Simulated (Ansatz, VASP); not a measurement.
# BAs: VASP beside Ansatz, part 2 of 3

Aim: how closely do two programs agree when they are given the same cell, functional and k mesh? The cell is taken from a series of runs on this material, whose earlier steps may have relaxed, scaled, displaced or heated it; both programs get it as it stands.

VASP 6.6.1 and Ansatz 0.2.0.

So far: The starting structure; Ansatz: zone-centre phonons, LDA, pair 1.

### Step 3. VASP: zone-centre phonons, LDA, pair 1

Level of this step: LDA; plane waves and PAW (B, As) (VASP).

The same cell, functional (in two slightly different forms) and mesh now go to VASP, with its own data sets.

Lines of VASP's logs that name or quote its potential files are left out, and so is its time.

INCAR

```
SYSTEM = BAs
PREC = Accurate
ENCUT = 500
EDIFF = 1E-08
NELM = 120
ISMEAR = 0
SIGMA = 0.01
LREAL = .FALSE.
ALGO = Normal
GGA = CA
NBANDS = 10
LORBIT = 11
LWAVE = .FALSE.
LCHARG = .FALSE.
ISIF = 2
IBRION = 8
LEPSILON = .TRUE.
LASPH = .TRUE.
GGA_COMPAT = .FALSE.
EFERMI = MIDGAP
KPAR = 2
```

POSCAR

```
BAs
1.0
    0.0196767868      2.3618494213      2.3618494213
    2.3618494213      0.0196767868      2.3618494213
    2.3618494213      2.3618494213      0.0196767868
B As
1 1
Direct
    0.9995892131      0.9995892131      0.9995892131
    0.7504107869      0.7504107869      0.7504107869
```

KPOINTS

```
Automatic mesh
0
Gamma
12 12 12
0 0 0
```

Potentials, in the order of the species: B and As (LDA family, release 64).

The run is started by

```console
mpirun -np 2 vasp_std
```

Numbers of over 12 decimals in the logs are rounded to 6 here.

Output:

```text
[banner, memory and clock lines left out]
running    2 mpi-ranks, on    1 nodes
 distrk:  each k-point on    1 cores,    2 groups
 distr:  one band on    1 cores,    1 groups

 POSCAR found type information on POSCAR B As
 POSCAR found :  2 types and       2 ions
 LDA part: xc-table for (Slater(with rela. corr.)+CA(PZ))
 , standard interpolation
 POSCAR, INCAR and KPOINTS ok, starting setup
 FFT: planning ... GRIDC
 FFT: planning ... GRID_SOFT
 FFT: planning ... GRID
 WAVECAR not read
 entering main loop
       N       E                     dE             d eps       ncg     rms          rms(c)
DAV:   1     0.104868114822E+02    0.10487E+02   -0.37446E+03  3788   0.681E+02
DAV:   2    -0.130953143447E+02   -0.23582E+02   -0.22487E+02  5320   0.107E+02
DAV:   3    -0.137393131379E+02   -0.64400E+00   -0.64255E+00  4532   0.173E+01
DAV:   4    -0.137410792818E+02   -0.17661E-02   -0.17660E-02  4580   0.998E-01
DAV:   5    -0.137410819339E+02   -0.26521E-05   -0.26520E-05  4410   0.382E-02    0.537E+00
DAV:   6    -0.130225524140E+02    0.71853E+00   -0.19123E+00  4092   0.614E+00    0.253E+00
DAV:   7    -0.129300386446E+02    0.92514E-01   -0.23460E-01  4576   0.258E+00    0.915E-01
DAV:   8    -0.129162046680E+02    0.13834E-01   -0.25787E-02  4190   0.902E-01    0.107E-01
DAV:   9    -0.129162291894E+02   -0.24521E-04   -0.73417E-04  4322   0.184E-01    0.610E-02
DAV:  10    -0.129162345782E+02   -0.53888E-05   -0.85079E-05  4100   0.554E-02    0.145E-02
DAV:  11    -0.129162359911E+02   -0.14130E-05   -0.17643E-06  4578   0.963E-03    0.136E-02
DAV:  12    -0.129162358338E+02    0.15734E-06   -0.74638E-07  4180   0.389E-03    0.284E-03
DAV:  13    -0.129162358365E+02   -0.27225E-08   -0.30048E-08  4352   0.124E-03
   1 F= -.12916236E+02 E0= -.12916236E+02  d E =0.000000E+00
 Linear response reoptimize wavefunctions to high precision
DAV:   1    -0.129162358357E+02    0.84879E-09   -0.56542E-09  4194   0.352E-04
DAV:   2    -0.129162358357E+02   -0.14609E-10   -0.12407E-10  2350   0.932E-05
 Linear response G [H, r] |phi>, progress :
  Direction:   1
       N       E                     dE             d eps       ncg     rms
RMM:   1    -0.437199541565E+02   -0.43720E+02   -0.29104E+01  9540   0.452E+01
RMM:   2    -0.338698417677E+02    0.98501E+01   -0.28572E+00  6235   0.108E+01
RMM:   3    -0.338630747587E+02    0.67670E-02   -0.30857E-02  6549   0.876E-01
RMM:   4    -0.338623894660E+02    0.68529E-03   -0.89269E-04  6766   0.933E-02
RMM:   5    -0.338623304554E+02    0.59011E-04   -0.69057E-05  6731   0.111E-02
RMM:   6    -0.338623242420E+02    0.62134E-05   -0.28669E-06  6794   0.218E-03
RMM:   7    -0.338623235156E+02    0.72644E-06    0.44543E-06  6111   0.105E-03
RMM:   8    -0.338623234908E+02    0.24799E-07    0.52415E-06  5590   0.915E-04
RMM:   9    -0.338623235174E+02   -0.26602E-07    0.22737E-06  5068   0.903E-04
RMM:  10    -0.338623234722E+02    0.45145E-07   -0.67659E-07  4616   0.904E-04
RMM:  11    -0.338623238176E+02   -0.34532E-06   -0.15347E-05  4176   0.904E-04
 Linear response G [H, r] |phi>, progress :
  Direction:   2
       N       E                     dE             d eps       ncg     rms
RMM:   1    -0.455886871551E+02   -0.45589E+02   -0.76820E+01  9680   0.432E+01
RMM:   2    -0.380488045160E+02    0.75399E+01   -0.18763E+00  6218   0.931E+00
RMM:   3    -0.380564833105E+02   -0.76788E-02   -0.20325E-02  6619   0.695E-01
RMM:   4    -0.380558720273E+02    0.61128E-03   -0.97332E-04  6782   0.729E-02
RMM:   5    -0.380557977014E+02    0.74326E-04   -0.71865E-05  6846   0.886E-03
RMM:   6    -0.380557909963E+02    0.67052E-05   -0.21974E-06  6770   0.195E-03
RMM:   7    -0.380557901822E+02    0.81409E-06    0.61949E-06  6109   0.105E-03
RMM:   8    -0.380557901019E+02    0.80235E-07    0.92804E-06  5684   0.947E-04
RMM:   9    -0.380557900832E+02    0.18701E-07    0.10066E-05  5298   0.938E-04
RMM:  10    -0.380557900368E+02    0.46414E-07    0.16911E-05  4841   0.938E-04
RMM:  11    -0.380557899195E+02    0.11728E-06    0.58872E-05  4340   0.939E-04
 Linear response G [H, r] |phi>, progress :
  Direction:   3
       N       E                     dE             d eps       ncg     rms
RMM:   1    -0.289315989415E+02   -0.28932E+02    0.85004E+01  9347   0.430E+01
RMM:   2    -0.251875694467E+02    0.37440E+01   -0.24006E+00  6245   0.988E+00
RMM:   3    -0.251831366791E+02    0.44328E-02   -0.28573E-02  6619   0.866E-01
RMM:   4    -0.251827766419E+02    0.36004E-03   -0.41605E-04  6840   0.942E-02
RMM:   5    -0.251827620899E+02    0.14552E-04   -0.21978E-05  6797   0.116E-02
RMM:   6    -0.251827613556E+02    0.73432E-06   -0.95203E-06  6841   0.204E-03
RMM:   7    -0.251827613045E+02    0.51052E-07   -0.90102E-06  6211   0.849E-04
RMM:   8    -0.251827613142E+02   -0.96443E-08   -0.71526E-06  5667   0.702E-04
RMM:   9    -0.251827613816E+02   -0.67408E-07   -0.26567E-06  5183   0.689E-04
RMM:  10    -0.251827613693E+02    0.12274E-07    0.11109E-05  4653   0.690E-04
RMM:  11    -0.251827610113E+02    0.35797E-06    0.22997E-05  4094   0.691E-04
 Linear response to external field (no local field effect), progress :
  Direction:   1
       N       E                     dE             d eps       ncg     rms          rms(c)
RMM:   1    -0.694478779320E+00   -0.69448E+00   -0.31163E+00  8582   0.307E+00
[...]
dielectric tensor                  component  3 :     0.570    -2.546     6.879
 Linear response to external field, progress :
  Direction:   1
       N       E                     dE             d eps       ncg     rms          rms(c)
RMM:   1    -0.633878725771E+00   -0.63388E+00   -0.28453E+00 21759   0.293E+00
RMM:   2    -0.647716057606E+00   -0.13837E-01   -0.64995E-03 15787   0.396E-01    0.121E+00
RMM:   3    -0.633099932815E+00    0.14616E-01   -0.60115E-03 16196   0.447E-01    0.696E-01
RMM:   4    -0.652703293396E+00   -0.19603E-01   -0.77467E-03 15931   0.523E-01    0.729E-02
RMM:   5    -0.655831203643E+00   -0.31279E-02   -0.12341E-04 16408   0.710E-02    0.829E-03
RMM:   6    -0.655942679017E+00   -0.11148E-03   -0.71590E-07 16664   0.639E-03    0.437E-03
RMM:   7    -0.655996502152E+00   -0.53823E-04   -0.11394E-07 16803   0.258E-03    0.291E-04
RMM:   8    -0.656005319124E+00   -0.88170E-05   -0.50927E-09 17393   0.304E-04    0.105E-04
RMM:   9    -0.656003374787E+00    0.19443E-05    0.59813E-09 15406   0.122E-04    0.431E-05
RMM:  10    -0.656004249558E+00   -0.87477E-06   -0.37940E-09 10153   0.455E-05    0.950E-06
 change of polarisation eV/A/(eV/A) component  1 :     1.235     0.231    -0.212
 dielectric tensor                  component  1 :     9.592     1.605    -1.475
 Linear response to external field, progress :
  Direction:   2
       N       E                     dE             d eps       ncg     rms          rms(c)
RMM:   1    -0.633873325598E+00   -0.63387E+00   -0.28453E+00 21759   0.293E+00
RMM:   2    -0.647716840558E+00   -0.13844E-01   -0.64844E-03 15787   0.396E-01    0.121E+00
RMM:   3    -0.633100125230E+00    0.14617E-01   -0.60066E-03 16196   0.447E-01    0.696E-01
RMM:   4    -0.652705574282E+00   -0.19605E-01   -0.77434E-03 15931   0.523E-01    0.729E-02
RMM:   5    -0.655832657087E+00   -0.31271E-02   -0.12377E-04 16405   0.710E-02    0.829E-03
RMM:   6    -0.655944885785E+00   -0.11223E-03   -0.75260E-07 16668   0.640E-03    0.437E-03
RMM:   7    -0.655998550779E+00   -0.53665E-04   -0.11045E-07 16796   0.257E-03    0.300E-04
RMM:   8    -0.656007530448E+00   -0.89797E-05   -0.10954E-09 17406   0.312E-04    0.105E-04
RMM:   9    -0.656005604916E+00    0.19255E-05   -0.32913E-09 15413   0.122E-04    0.429E-05
RMM:  10    -0.656006478902E+00   -0.87399E-06   -0.33381E-08 10162   0.450E-05    0.951E-06
 change of polarisation eV/A/(eV/A) component  2 :     0.133     1.235    -0.114
 dielectric tensor                  component  2 :     0.925     9.592    -0.793
 Linear response to external field, progress :
  Direction:   3
       N       E                     dE             d eps       ncg     rms          rms(c)
RMM:   1    -0.633924904581E+00   -0.63392E+00   -0.28458E+00 21748   0.293E+00
RMM:   2    -0.647716019842E+00   -0.13791E-01   -0.64574E-03 15787   0.395E-01    0.121E+00
RMM:   3    -0.633099447252E+00    0.14617E-01   -0.60122E-03 16195   0.447E-01    0.696E-01
RMM:   4    -0.652703331675E+00   -0.19604E-01   -0.77465E-03 15930   0.523E-01    0.729E-02
RMM:   5    -0.655831798105E+00   -0.31285E-02   -0.12377E-04 16406   0.710E-02    0.829E-03
RMM:   6    -0.655943092043E+00   -0.11129E-03   -0.72183E-07 16661   0.639E-03    0.437E-03
RMM:   7    -0.655996953934E+00   -0.53862E-04   -0.10617E-07 16785   0.258E-03    0.291E-04
RMM:   8    -0.656005751270E+00   -0.87973E-05   -0.77666E-09 17382   0.304E-04    0.105E-04
RMM:   9    -0.656003808897E+00    0.19424E-05    0.25488E-09 15420   0.122E-04    0.431E-05
RMM:  10    -0.656004683277E+00   -0.87438E-06    0.34903E-08 10201   0.456E-05    0.949E-06
 change of polarisation eV/A/(eV/A) component  3 :     0.230    -0.211     1.235
 dielectric tensor                  component  3 :     1.597    -1.468     9.592
 Linear response DOF=           2
 Linear response progress:
  Degree of freedom:   1/  2
       N       E                     dE             d eps       ncg     rms          rms(c)
RMM:   1    -0.444041836558E-01   -0.44404E-01    0.62006E-04 22851   0.109E+00
RMM:   2    -0.414984591598E-01    0.29057E-02   -0.12125E-03 14967   0.216E-01    0.106E-01
RMM:   3    -0.415217878157E-01   -0.23329E-04   -0.19742E-04 15797   0.726E-02    0.552E-02
RMM:   4    -0.418254255659E-01   -0.30364E-03   -0.16489E-04 15448   0.673E-02    0.753E-03
RMM:   5    -0.418037717320E-01    0.21654E-04   -0.22315E-06 16428   0.709E-03    0.774E-04
RMM:   6    -0.418015439989E-01    0.22277E-05   -0.10412E-07 16320   0.597E-04    0.274E-04
RMM:   7    -0.418008797100E-01    0.66429E-06   -0.37697E-08 16755   0.251E-04    0.634E-05
RMM:   8    -0.418008926166E-01   -0.12907E-07    0.27934E-08 17083   0.739E-05    0.178E-05
RMM:   9    -0.418008589185E-01    0.33698E-07    0.22099E-08 17382   0.498E-05    0.390E-06
RMM:  10    -0.418008714869E-01   -0.12568E-07    0.13783E-08 16086   0.419E-05    0.876E-07
RMM:  11    -0.418008714069E-01    0.79953E-10    0.32295E-08 13369   0.400E-05    0.702E-08
 first order change of Fermi-energy  -0.23057E+01
 force on displaced ion       1 direction 1 : -17.893   0.186   0.186
 Born effective charge ion    1 direction 1 :  -0.634   0.009   0.009
 Linear response progress:
  Degree of freedom:   2/  2
       N       E                     dE             d eps       ncg     rms          rms(c)
RMM:   1    -0.399212177861E-01   -0.39921E-01    0.28474E-02 23053   0.115E+00
RMM:   2    -0.376054885526E-01    0.23157E-02   -0.61556E-04 15199   0.214E-01    0.986E-02
RMM:   3    -0.375236573271E-01    0.81831E-04    0.47304E-05 16259   0.266E-02    0.577E-02
RMM:   4    -0.375676851192E-01   -0.44028E-04    0.23592E-05 15994   0.298E-02    0.320E-03
RMM:   5    -0.375667734213E-01    0.91170E-06    0.39078E-07 16795   0.248E-03    0.115E-03
RMM:   6    -0.375621974116E-01    0.45760E-05   -0.31574E-08 16681   0.589E-04    0.106E-04
RMM:   7    -0.375619492315E-01    0.24818E-06    0.29032E-07 17213   0.104E-04    0.520E-05
RMM:   8    -0.375618033943E-01    0.14584E-06    0.88519E-08 17267   0.700E-05    0.118E-05
RMM:   9    -0.375617877651E-01    0.15629E-07    0.84996E-08 17818   0.481E-05    0.418E-06
RMM:  10    -0.375618066129E-01   -0.18848E-07    0.74113E-08 16012   0.443E-05    0.213E-07
RMM:  11    -0.375618064412E-01    0.17172E-09    0.10360E-07 11198   0.432E-05    0.777E-08
 first order change of Fermi-energy   0.23060E+01
 force on displaced ion       2 direction 1 : -17.897   0.186   0.186
 Born effective charge ion    2 direction 1 :   0.629  -0.009  -0.009
 Born effective charges drift removed
 Linear response finished
```

From OUTCAR (step 3):

```text
ion  position               nearest neighbor table
   1  1.000  1.000  1.000-   2 2.03   2 2.03   2 2.03   2 2.05
   2  0.750  0.750  0.750-   1 2.03   1 2.03   1 2.03   1 2.05

  LATTYP: Found a trigonal (rhomboedric) cell.
 ALAT       =     3.3402174411
 COS(alpha) =     0.5083134526

 Subroutine GETGRP returns: Found  6 space group operations
 (whereof  6 operations were pure point group operations)

The static configuration has the point symmetry C_3v.

 Found    189 irreducible k-points:

   k-points           NKPTS =    189   k-points in BZ     NKDIM =    189   number of bands    NBANDS=     10

   dimension x,y,z NGX =    24 NGY =   24 NGZ =   24
   dimension x,y,z NGXF=    48 NGYF=   48 NGZF=   48

   ENCUT  =  500.0 eV  36.75 Ry    6.06 a.u.   6.09  6.09  6.09*2*pi/ulx,y,z

   NELECT =       8.0000    total number of electrons

 k-points in reciprocal lattice and weights: Automatic mesh
   0.00000000  0.00000000  0.00000000       0.001
   0.08333333  0.00000000 -0.00000000       0.003
   0.16666667  0.00000000  0.00000000       0.003
   0.25000000  0.00000000  0.00000000       0.003
   0.33333333  0.00000000  0.00000000       0.003
   0.41666667  0.00000000 -0.00000000       0.003
   0.50000000  0.00000000  0.00000000       0.002
   0.08333333  0.08333333 -0.00000000       0.003
   0.16666667  0.08333333 -0.00000000       0.007
[...]
-0.41666667  0.50000000  0.41666667       0.003
   0.50000000  0.50000000  0.50000000       0.001

 average (electrostatic) potential at core
       1 -31.3580       2 -51.5088

  Total        0.6164490      0.6164490      0.6164490     -0.2212708     -0.2212708     -0.2212708
  in kB       37.9561725     37.9561725     37.9561725    -13.6241483    -13.6241483    -13.6241483
  external PRESSURE =      37.9561725 kB  Pullay stress =       0.0000000 kB

  energy-cutoff  :      500.00
  volume of cell :       26.02
      direct lattice vectors                 reciprocal lattice vectors
     0.019676787  2.361849421  2.361849421    -0.214362565  0.212591446  0.212591446
     2.361849421  0.019676787  2.361849421     0.212591446 -0.214362565  0.212591446
     2.361849421  2.361849421  0.019676787     0.212591446  0.212591446 -0.214362565

 POSITION                                       TOTAL-FORCE (eV/Angst)
 -----------------------------------------------------------------------------------
      4.74143      4.74143      4.74143        -0.002450     -0.002450     -0.002450
      3.55948      3.55948      3.55948         0.002450      0.002450      0.002450
 -----------------------------------------------------------------------------------
    total drift:                               -0.000109     -0.000109     -0.000109

 MACROSCOPIC STATIC DIELECTRIC TENSOR (including local field effects in DFT)
 ------------------------------------------------------
           9.591570     0.065197     0.065197
           0.065197     9.591570     0.065197
           0.065197     0.065197     9.591570
 ------------------------------------------------------

 PIEZOELECTRIC TENSOR (including local field effects)  for field in x, y, z        (C/m^2)
          XX          YY          ZZ          XY          YZ          ZX
  --------------------------------------------------------------------------------
  x     0.01256     0.00012     0.00012     0.01003    -0.14371     0.01003
  y     0.00012     0.01256     0.00012     0.01003     0.01003    -0.14371
  z     0.00012     0.00012     0.01256    -0.14371     0.01003     0.01003

 BORN EFFECTIVE CHARGES (including local field effects) (in |e|, cummulative output)
 ---------------------------------------------------------------------------------
 ion    1
    1    -0.63138     0.00961     0.00961
    2     0.00961    -0.63138     0.00961
    3     0.00961     0.00961    -0.63138
 ion    2
    1     0.63138    -0.00961    -0.00961
    2    -0.00961     0.63138    -0.00961
    3    -0.00961    -0.00961     0.63138

 Eigenvectors and eigenvalues of the dynamical matrix
 ----------------------------------------------------

   1 f  =   21.625979 THz   135.880036 2PiTHz  721.365027 cm-1    89.437824 meV
             X         Y         Z           dx          dy          dz
      4.741427  4.741427  4.741427    -0.661013    0.661013    0.000000
      3.559480  3.559480  3.559480     0.251121   -0.251121   -0.000000

   2 f  =   21.625979 THz   135.880036 2PiTHz  721.365027 cm-1    89.437824 meV
             X         Y         Z           dx          dy          dz
      4.741427  4.741427  4.741427    -0.381636   -0.381636    0.763272
      3.559480  3.559480  3.559480     0.144985    0.144985   -0.289969

   3 f  =   21.290203 THz   133.770292 2PiTHz  710.164735 cm-1    88.049166 meV
             X         Y         Z           dx          dy          dz
      4.741427  4.741427  4.741427    -0.539715   -0.539715   -0.539715
      3.559480  3.559480  3.559480     0.205040    0.205040    0.205040

   4 f/i=    0.000738 THz     0.004638 2PiTHz    0.024623 cm-1     0.003053 meV
             X         Y         Z           dx          dy          dz
      4.741427  4.741427  4.741427    -0.200858   -0.080690    0.281547
      3.559480  3.559480  3.559480    -0.528708   -0.212397    0.741102

   5 f/i=    0.000738 THz     0.004638 2PiTHz    0.024623 cm-1     0.003053 meV
             X         Y         Z           dx          dy          dz
      4.741427  4.741427  4.741427    -0.209138    0.278516   -0.069379
      3.559480  3.559480  3.559480    -0.550504    0.733124   -0.182623

   6 f/i=    0.000762 THz     0.004788 2PiTHz    0.025418 cm-1     0.003151 meV
             X         Y         Z           dx          dy          dz
      4.741427  4.741427  4.741427    -0.205039   -0.205041   -0.205041
      3.559480  3.559480  3.559480    -0.539712   -0.539716   -0.539716

 MACROSCOPIC STATIC DIELECTRIC TENSOR IONIC CONTRIBUTION
 ------------------------------------------------------
           0.154921    -0.003103    -0.003103
          -0.003103     0.154921    -0.003103
          -0.003103    -0.003103     0.154921
 ------------------------------------------------------

 ELASTIC MODULI CONTR FROM IONIC RELAXATION (kBar)
 Direction    XX          YY          ZZ          XY          YZ          ZX
 --------------------------------------------------------------------------------
 XX          -0.7732     -0.6788     -0.6788      5.5369     10.6486      5.6268
 YY          -0.6788     -0.7732     -0.6788      5.6268      5.5369     10.6486
 ZZ          -0.6788     -0.6788     -0.7732     10.6486      5.6268      5.5369
 XY           5.5369      5.6268     10.6486   -255.7574     16.2356     16.2356
 YZ          10.6486      5.5369      5.6268     16.2356   -255.7574     16.2356
 ZX           5.6268     10.6486      5.5369     16.2356     16.2356   -255.7574
 --------------------------------------------------------------------------------

 PIEZOELECTRIC TENSOR IONIC CONTR  for field in x, y, z        (C/m^2)
          XX          YY          ZZ          XY          YZ          ZX
  --------------------------------------------------------------------------------
  x    -0.00801    -0.00437    -0.00437    -0.00959     0.18719    -0.00613
  y    -0.00437    -0.00801    -0.00437    -0.00613    -0.00959     0.18719
  z    -0.00437    -0.00437    -0.00801     0.18719    -0.00613    -0.00959
```

### Step 4. Comparison

Known differences besides the potentials themselves: the two LDA forms differ slightly; fixed occupations in Ansatz, narrow Gaussian smearing in VASP; VASP's response is taken on the typed mesh, Ansatz refines its own for the field response alone; the data sets hold 18 valence electrons in Ansatz (on its PAW soft_1 files) and 8 in VASP; the cutoff is 420 eV in Ansatz and 500 eV in VASP; VASP's log shows a relativistic correction to its local exchange, Ansatz's none. Total energies have different zeros and are not compared.

Compared:

```csv
quantity,Ansatz,VASP,difference
ε∞ xx,9.60,9.59,+0.10 %
ε∞ yy,9.60,9.59,+0.10 %
ε∞ zz,9.60,9.59,+0.10 %
Born charge of B1 (mean of the diagonal) (e),-0.59,-0.63,+0.04
Born charge of As2 (mean of the diagonal) (e),0.59,0.63,-0.04
optical mode 1 (cm⁻¹),705.1,710.2,-0.72 %
optical mode 2 to 3 (cm⁻¹),716.1,721.4,-0.73 %
```

Modes are paired by rising frequency, not by their patterns, so a pair may set unlike modes beside each other; they are those without the splitting of longitudinal modes.

[end of part 2 of 3]

[Lines on the potential files, build, host, timing and source positions are cut from VASP's logs without a mark.]

[Logs are printed without paths, hosts, clocks, repeated set-up lines and the standing remarks that a program may print on its own settings, such as how far it seeks lower states.]

[Hosts, paths, dates, database ids (printed as entryN), source tags and the programs' standing remarks are cut or masked in the printed files.]
